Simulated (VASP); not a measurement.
Computed with PBE GGA + U (Dudarev), VASP's PBE PAW potentials (set 64) (plane waves; VASP).

VASP input:

### POSCAR
```
AuZn
3.2130
  1.0000000000   0.0000000000   0.0000000000
  0.0000000000   1.0000000000   0.0000000000
  0.0000000000   0.0000000000   1.0000000000
Zn Au
1 1
direct
  0.5000000000   0.5000000000   0.5000000000
  0.0000000000   0.0000000000   0.0000000000
```

KPOINTS:
```
Automatic mesh
0
Gamma
10 10 10
0 0 0
```

INCAR:
```
ALGO  =  Normal
EDIFF  =  1E-6
ENCUT  =  400
GGA  =  PE
ISIF  =  2
ISMEAR  =  1
LASPH  =  T
LCHARG  =  F
LDAU  =  T
LDAUJ  =  0 0
LDAUL  =  2 -1
LDAUPRINT  =  1
LDAUTYPE  =  2
LDAUU  =  4.0 0
LMAXMIX  =  6
LORBIT  =  10
LREAL  =  F
LWAVE  =  F
NELM  =  100
PREC  =  Accurate
SIGMA  =  0.1
SYSTEM  =  AuZn
```

POTCAR, in this order: Zn Au (PBE.64 set). Program: vasp_std.

The run wrote:

### OSZICAR
```
       N       E                     dE             d eps       ncg     rms          rms(c)
DAV:   1     0.111540120017E+03    0.11154E+03   -0.10153E+04  1736   0.166E+03
DAV:   2    -0.109434554454E+01   -0.11263E+03   -0.10961E+03  1820   0.309E+02
DAV:   3    -0.477317685214E+01   -0.36788E+01   -0.36712E+01  2009   0.678E+01
DAV:   4    -0.479373234893E+01   -0.20555E-01   -0.20555E-01  1981   0.453E+00
DAV:   5    -0.479393195279E+01   -0.19960E-03   -0.19960E-03  2016   0.418E-01    0.740E+00
DAV:   6    -0.439605352415E+01    0.39788E+00   -0.15649E+00  1701   0.126E+01    0.466E+00
DAV:   7    -0.437714128720E+01    0.18912E-01   -0.34880E-02  2016   0.447E+00    0.266E+00
DAV:   8    -0.436977392846E+01    0.73674E-02   -0.11498E-02  1879   0.127E+00    0.184E-01
DAV:   9    -0.436981520135E+01   -0.41273E-04   -0.33052E-04  1911   0.168E-01    0.757E-02
DAV:  10    -0.436982490028E+01   -0.96989E-05   -0.37290E-05  2046   0.959E-02    0.144E-02
DAV:  11    -0.436982588749E+01   -0.98721E-06   -0.74615E-06  1848   0.635E-02
   1 F= -.43698259E+01 E0= -.43695375E+01  d E =-.865151E-03
```

File OUTCAR:
```
------------------------ aborting loop because EDIFF is reached ----------------------------------------
  FORCE on cell =-STRESS in cart. coord.  units (eV):
  Direction    XX          YY          ZZ          XY          YZ          ZX
  --------------------------------------------------------------------------------------
  Total       -0.9450908     -0.9450908     -0.9450908      0.0000000      0.0000000     -0.0000000
  in kB      -45.6511753    -45.6511753    -45.6511753      0.0000000      0.0000000     -0.0000000
  external PRESSURE =     -45.6511753 kB  Pullay stress =       0.0000000 kB
  volume of cell :       33.17
      direct lattice vectors                 reciprocal lattice vectors
     3.213000000  0.000000000  0.000000000     0.311235605  0.000000000  0.000000000
     0.000000000  3.213000000  0.000000000     0.000000000  0.311235605  0.000000000
     0.000000000  0.000000000  3.213000000     0.000000000  0.000000000  0.311235605
 POSITION                                       TOTAL-FORCE (eV/Angst)
 -----------------------------------------------------------------------------------
      1.60650      1.60650      1.60650         0.000000      0.000000      0.000000
      0.00000      0.00000      0.00000         0.000000      0.000000      0.000000
 -----------------------------------------------------------------------------------
    total drift:                                0.000000      0.000000     -0.000000
  FREE ENERGIE OF THE ION-ELECTRON SYSTEM (eV)
  ---------------------------------------------------
  free  energy   TOTEN  =        -4.3698258875 eV

  energy  without entropy=       -4.3689607370  energy(sigma->0) =       -4.36953750

 total charge

# of ion       s       p       d       tot
------------------------------------------
    1        0.504   0.394   9.827  10.725
    2        0.614   0.347   8.696   9.657
--------------------------------------------------
tot          1.119   0.740  18.523  20.382
```
(Selected blocks of OUTCAR.)

The compound is AuZn in the CsCl type structure. The cell was not relaxed at this level. The run is one of a series of settings (LDAU = .TRUE., LDAUJ = 0 0, LDAUL = 2 -1, LDAUTYPE = 2, LDAUU = 4.0 0 against the base run), some of them coarse on purpose. The electron count is odd and the run is not spin-polarised, which forces a metal.
